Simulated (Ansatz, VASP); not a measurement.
**CsB2: VASP beside Ansatz**

Contents of INCAR:

```
SYSTEM = CsB2
PREC     = Accurate       ! precision mode
ENCUT    = 600            ! plane-wave cutoff, eV
EDIFF    = 1E-6           ! SCF threshold, eV
ISMEAR   = 0              ! smearing method
SIGMA    = 0.1            ! smearing width, eV
LREAL    = .False.        ! projectors in reciprocal space
LASPH    = .True.         ! aspherical terms in the spheres
NELM     = 100            ! most SCF steps
ALGO     = Normal         ! electronic algorithm
ISIF     = 3              ! what is computed and relaxed
LWAVE    = .False.        ! write WAVECAR
LCHARG   = .False.        ! write CHGCAR
GGA      = PE             ! functional
IBRION   = 2              ! ionic algorithm
NSW      = 90             ! ionic steps
EDIFFG   = -0.04          ! ionic threshold
```

KPOINTS

```
regular mesh
0
Gamma
  6 4 4
  0 0 0
```

File POSCAR:

```
CsB2
1.0
   -3.2977976456     -0.0561665437     -0.1394974378
   -0.4058461024     -3.4045977546      5.2659530906
   -0.3485523109      3.7103611800      5.0866265028
Cs B
2 4
Direct
    0.0110677822      0.2284992569      0.8965570594
    0.5515199160      0.6039367389      0.2711115181
    0.3529652977      0.0308936266      0.4720891004
    0.1157245923      0.8024810557      0.6930922814
    0.6155356232      0.8066165979      0.6965528946
    0.8531867886      0.0275727242      0.4705971460
```

Input for Ansatz:

```yaml
crystal:
  lattice:
    - [-3.2977976456, -0.0561665437, -0.1394974378]
    - [-0.4058461024, -3.4045977546, 5.2659530906]
    - [-0.3485523109, 3.71036118, 5.0866265028]
  atoms:
    - { symbol: Cs, position: [0.0110677822, 0.2284992569, 0.8965570594] }
    - { symbol: Cs, position: [0.551519916, 0.6039367389, 0.2711115181] }
    - { symbol: B, position: [0.3529652977, 0.0308936266, 0.4720891004] }
    - { symbol: B, position: [0.1157245923, 0.8024810557, 0.6930922814] }
    - { symbol: B, position: [0.6155356232, 0.8066165979, 0.6965528946] }
    - { symbol: B, position: [0.8531867886, 0.0275727242, 0.470597146] }
basis:
  ecutwfc: 420
kpoints:
  mp_grid: { grid: [6, 4, 4] }
hamiltonian:
  xc: pbe
scf:
  occupations: { method: gaussian, width: 0.1 }
  lower_state_search: "off"
output:
  forces: true
  stress: true
  eigenvalues: true
relax:
  adjacent_minimum: "off"
  f_tol: 0.04
  max_steps: 70
  cell: { stress_tol: 0.4 }
```

Change from the starting cell: the structure that the rattled cell fell into.

Alike in both runs: task relaxation of cell and atoms; functional PBE; k mesh 6 × 4 × 4; occupations gaussian, width 0.1 eV; no spin polarisation.

```csv
,VASP,Ansatz
version,VASP 6.6.1,Ansatz 0.2.0
potentials or method,"VASP PAW PBE potentials, release 64 (Cs_sv, B)","scalar-relativistic, plane waves, PAW"
plane-wave cutoff (eV),600,420
valence electrons in the cell,30,30
```

|  | VASP | Ansatz | Ansatz less VASP |
| --- | --- | --- | --- |
| gap on the k mesh at the Fermi level, each at its own relaxed structure (eV) | none | none | - |
| relaxed volume (Å³/atom) | 20.72 | 20.56 | -0.153 |
| relaxed cell length with the largest relative difference (Å) | 6.315 | 6.333 | +0.0177 |
| energy change over the relaxation (meV/atom) | -2 | -5 | -2.5 |

A gap of «none» marks a metal or a gap that the smearing closes.

The runs have no spin-orbit coupling, so splittings on Cs are missing.
